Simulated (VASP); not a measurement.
# RbP3 (Pm-3m) in VASP: further runs, part 2 of 2

VASP 6.6.1. Earlier steps stand in the parts before.

**5. Single point, PBE (species swapped into the Gd3Dy type (Pm-3m, No. 221))**

The input, INCAR:

```
SYSTEM = RbP3
  PREC = Accurate
  ENCUT = 520
  EDIFF = 1E-7
  ISMEAR = 0
  SIGMA = 0.1
  LREAL = .FALSE.
  LASPH = .TRUE.
  NELM = 60
  ALGO = Fast
  ISIF = 2
  LWAVE = .FALSE.
  LCHARG = .FALSE.
  GGA = PE
  NBANDS = 20
```

The input, KPOINTS:

```
regular mesh
0
G
  4 4 4
  0 0 0
```

The input, POSCAR:

```
RbP3
1.0
    4.3768375668      0.0000000000      0.0000000000
    0.0000000000      4.3768375668      0.0000000000
    0.0000000000      0.0000000000      4.3768375668
Rb P
1 3
Direct
    0.0000000000      0.0000000000      0.0000000000
    0.0000000000      0.5000000000      0.5000000000
    0.5000000000      0.5000000000      0.0000000000
    0.5000000000      0.0000000000      0.5000000000
```

Run with:

```
cat potpaw_PBE.64/Rb_sv/POTCAR potpaw_PBE.64/P/POTCAR > POTCAR
mpirun -np 1 vasp_std > vasp.out
```

Run time: 22 s. Hardware: 1 thread of Intel Xeon Platinum 8488C (Sapphire Rapids), shared host; peak memory 0.19 GiB.

Results (log left out):

```
Free energy            : -13.5499 eV
Pressure               : -0.2 GPa
Band gap on the k mesh : none (metal or under the smearing width)
```

Levels at points of the mesh, in eV from the Fermi level:
```
           k point  band 10  band 11  band 12  band 13  band 14  band 15
(0.00, 0.00, 0.00)    -2.60     0.67     0.67     0.67     3.33     3.33
(0.50, 0.00, 0.00)    -1.18    -0.44    -0.28    -0.28    -0.10     2.10
(0.50, 0.50, 0.00)    -1.13    -1.13    -0.89     0.18     0.18     2.93
(0.50, 0.50, 0.50)    -2.08    -2.08     3.21     3.21     3.21     3.34
```

**6. Relaxation of cell and atoms, PBE (species swapped into the Gd3Dy type (Pm-3m, No. 221))**

The input, INCAR:

```
PREC = Accurate
ENCUT = 600
EDIFF = 1E-6
ISMEAR = 0
SIGMA = 0.1
LREAL = F
LASPH = T
NELM = 60
ALGO = Fast
ISIF = 3
LWAVE = F
LCHARG = F
GGA = PE
IBRION = 2
NSW = 90
EDIFFG = -0.04
```

The input, KPOINTS:

```
Automatic mesh
0
Gamma
  4 4 4
```

The input, POSCAR:

```
RbP3
1.0
    5.0763637800      0.0000000000      0.0000000000
    0.0000000000      5.0763637800      0.0000000000
    0.0000000000      0.0000000000      5.0763637800
Rb P
1 3
Direct
    0.0000000000      0.0000000000      0.0000000000
    0.0000000000      0.5000000000      0.5000000000
    0.5000000000      0.5000000000      0.0000000000
    0.5000000000      0.0000000000      0.5000000000
```

Potentials or basis: VASP PAW PBE potentials, release 64 (Rb_sv, P).

Run with:

```
cat potpaw_PBE.64/Rb_sv/POTCAR potpaw_PBE.64/P/POTCAR > POTCAR
mpirun -np 1 vasp_std > vasp.out
```

OUTCAR:

```text
PREC = Accurate
   ENCUT = 600
   EDIFF = 1E-6
   ISMEAR = 0
   LREAL = F
   LASPH = T
   NELM = 60
   ISIF = 3
   GGA = PE
   IBRION = 2
   NSW = 90
   EDIFFG = -0.04

 ion  position               nearest neighbor table
   1  0.000  0.000  0.000-   2 3.59   3 3.59   4 3.59   2 3.59   4 3.59   2 3.59   3 3.59   2 3.59
                             3 3.59   4 3.59   4 3.59   3 3.59
   2  0.000  0.500  0.500-   1 3.59   1 3.59   1 3.59   1 3.59
   3  0.500  0.500  0.000-   1 3.59   1 3.59   1 3.59   1 3.59
   4  0.500  0.000  0.500-   1 3.59   1 3.59   1 3.59   1 3.59

  LATTYP: Found a simple cubic cell.
 ALAT       =     5.0763637800

  Lattice vectors:

 A1 = (   5.0763637800,   0.0000000000,   0.0000000000)
 A2 = (   0.0000000000,   5.0763637800,   0.0000000000)
 A3 = (   0.0000000000,   0.0000000000,   5.0763637800)

Analysis of symmetry for initial positions (statically):
=====================================================================
 Subroutine PRICEL returns:
 Original cell was already a primitive cell.

 Routine SETGRP: Setting up the symmetry group for a
 simple cubic supercell.

 Subroutine GETGRP returns: Found 48 space group operations
 (whereof 48 operations were pure point group operations)
 out of a pool of 48 trial point group operations.

The static configuration has the point symmetry O_h .

Analysis of symmetry for dynamics (positions and initial velocities):
=====================================================================
 Subroutine PRICEL returns:
 Original cell was already a primitive cell.

 Routine SETGRP: Setting up the symmetry group for a
 simple cubic supercell.

 Subroutine GETGRP returns: Found 48 space group operations
 (whereof 48 operations were pure point group operations)
 out of a pool of 48 trial point group operations.

The dynamic configuration has the point symmetry O_h .

[... 90 lines left out ...]
   NSW    =     90    number of steps for IOM
   IBRION =      2    ionic relax: 0-MD 1-quasi-New 2-CG
   NFREE  =      1    steps in history (QN), initial steepest desc. (CG)
   ISIF   =      3    stress and relaxation
   ISYM   =      2    0-nonsym 1-usesym 2-fastsym
   POTIM  = 0.5000    time-step for ionic-motion
   TEBEG  =    0.0;   TEEND  =   0.0 temperature during run
   PSTRESS=    0.0 pullay stress
   NELECT =      24.0000    total number of electrons
   NUPDOWN=      -1.0000    fix difference up-down
   EMIN   =  10.00;   EMAX   =-10.00  energy-range for DOS
   EFERMI =   0.00;   METHOD = LEGACY
   ISMEAR =     0;   SIGMA  =   0.10  broadening in eV -4-tet -1-fermi 0-gaus
   EFERMI_NEDOS =   21; number of points for ismear=-14 and -15
   IALGO  =     68    algorithm
   IMIX   =      4    mixing-type and parameters
     AMIX     =   0.40;   BMIX     =  1.00
     AMIX_MAG =   1.60;   BMIX_MAG =  1.00
  volume/ion in A,a.u.               =      32.70       220.70
  Fermi-wavevector in a.u.,A,eV,Ry     =   0.930235  1.757889 11.773618  0.865336
  Thomas-Fermi vector in A             =   2.056602
   LORBIT       =      0    0 simple, 1 ext, 2 COOP (PROOUT), +10 PAW based schemes
   GGA     = PE    functional components
   LHFCALC =     F    Hartree Fock is set to
   AEXX    =    0.0000 exact exchange contribution
   IVDW    =     0    specifies the selected vdW correction
   LEPSILON=     F    determine dielectric tensor
   LRPA    =     F    only Hartree local field effects (RPA)
 conjugate gradient relaxation of ions
 non-spin polarized calculation
 RMM-DIIS sequential band-by-band and
 Gauss-broadening in eV      SIGMA  =   0.10
  energy-cutoff  :      600.00
  volume of cell :      130.82
 maximum number of plane-waves:      4416
 NGX is ok and might be reduce to    42
   NGX = 21   NGY = 21   NGZ = 21

--------------------------------------- Ionic step        1  -------------------------------------------

 number of electron      24.0000002 magnetization

 Free energy of the ion-electron system (eV)
  ---------------------------------------------------
  ext. energy  EPLUGINS =         0.00000000
  ---------------------------------------------------
  free energy    TOTEN  =       -11.78012550 eV

  energy without entropy =      -11.73993006  energy(sigma->0) =      -11.76002778

------------------------ aborting loop because EDIFF is reached ----------------------------------------

  FORCE on cell =-STRESS in cart. coord.  units (eV):
  Direction    XX          YY          ZZ          XY          YZ          ZX
  --------------------------------------------------------------------------------------
  -------------------------------------------------------------------------------------
  Total       -6.4082968     -6.4082968     -6.4082968     -0.0000000      0.0000000      0.0000000
  in kB      -78.4865054    -78.4865054    -78.4865054     -0.0000000      0.0000000      0.0000000
  external PRESSURE =     -78.4865054 kB  Pullay stress =       0.0000000 kB
[... 533 lines left out ...]
--------------------------------------- Ionic step        5  -------------------------------------------

 number of electron      23.9999999 magnetization

 Free energy of the ion-electron system (eV)
  ---------------------------------------------------
  ext. energy  EPLUGINS =         0.00000000
  ---------------------------------------------------
  free energy    TOTEN  =       -13.55119522 eV

  energy without entropy =      -13.53884982  energy(sigma->0) =      -13.54502252

 E-fermi :   4.3550     XC(G=0): -10.0543

 val. band max:        4.2599859132   @ k =   0.5000   0.0000   0.0000
 cond. band min:       4.4256648411   @ k =   0.2500   0.0000   0.0000
 fundamental gap:      0.1656789279
 Fermi energy:         4.3549961281
[... 219 lines left out ...]
  FREE ENERGIE OF THE ION-ELECTRON SYSTEM (eV)
  ---------------------------------------------------
  free  energy   TOTEN  =       -13.5511952234 eV

  energy  without entropy=      -13.5388498211  energy(sigma->0) =      -13.54502252

 reached required accuracy - stopping structural energy minimisation
```

It took 2 min on 1 thread of Intel Xeon Platinum 8488C (Sapphire Rapids), shared host; peak memory 0.27 GiB.

Results:

* Free energy: -13.5512 eV
* Relaxed volume: 20.89 Å³/atom
* Relaxed cell: a = 4.372 Å, b = 4.372 Å, c = 4.372 Å, α = 90.00°, β = 90.00°, γ = 90.00°
* Space group after relaxing (to 0.05 Å): Pm-3m (No. 221)
* Energy gained by relaxing: 442.8 meV/atom
* Ionic steps: 5
* Pressure after relaxing: 0.0 GPa
* Band gap on the k mesh: none (metal or under the smearing width)

The path:
| step | energy change (eV) | largest force (eV/Å) | pressure (GPa) | volume (Å³) |
| --- | --- | --- | --- | --- |
| 1 | 0.0000 | 0.0000 | -7.85 | 130.82 |
| 2 | -1.3028 | 0.0000 | -6.39 | 102.77 |
| 3 | -1.7590 | 0.0000 | -1.45 | 86.13 |
| 4 | -1.7691 | 0.0000 | 0.63 | 82.51 |
| 5 | -1.7711 | 0.0000 | -0.04 | 83.56 |

Final structure:
```
CELL_PARAMETERS angstrom
4.37187 0.00000 0.00000
0.00000 4.37187 0.00000
0.00000 0.00000 4.37187
ATOMIC_POSITIONS crystal
Rb 0.00000 0.00000 0.00000
P 0.00000 0.50000 0.50000
P 0.50000 0.50000 0.00000
P 0.50000 0.00000 0.50000
```

Caveat: the volume moved by over 15 % at a fixed basis, so the end points are rough.

**7. Overview**

| task | cell | k mesh | cutoff (eV) | gap on the mesh (eV) | pressure (GPa) | relaxed volume (Å³/atom) |
| --- | --- | --- | --- | --- | --- | --- |
| single point | species swapped into the Gd3Dy type (Pm-3m, No. 221) | 10 × 10 × 10 | 520 | none | 0.2 | - |
| relaxation of cell and atoms | relaxed from: species swapped into the Gd3Dy type (Pm-3m, No. 221) | 10 × 10 × 10 | 600 | none | 0.0 | 20.83 |
| single point | species swapped into the Gd3Dy type (Pm-3m, No. 221) | 4 × 4 × 4 | 520 | none | -0.2 | - |
| relaxation of cell and atoms | relaxed from: species swapped into the Gd3Dy type (Pm-3m, No. 221) | 4 × 4 × 4 | 600 | none | 0.0 | 20.89 |

Alike in all rows: level PBE; potentials or basis VASP PAW PBE potentials, release 64 (Rb_sv, P); no spin polarisation; smearing gaussian 0.1 eV.

Caveats: the volume moved by over 15 % at a fixed basis, so the end points are rough (some runs).

Absolute energies hang on the potentials; compare differences alone.
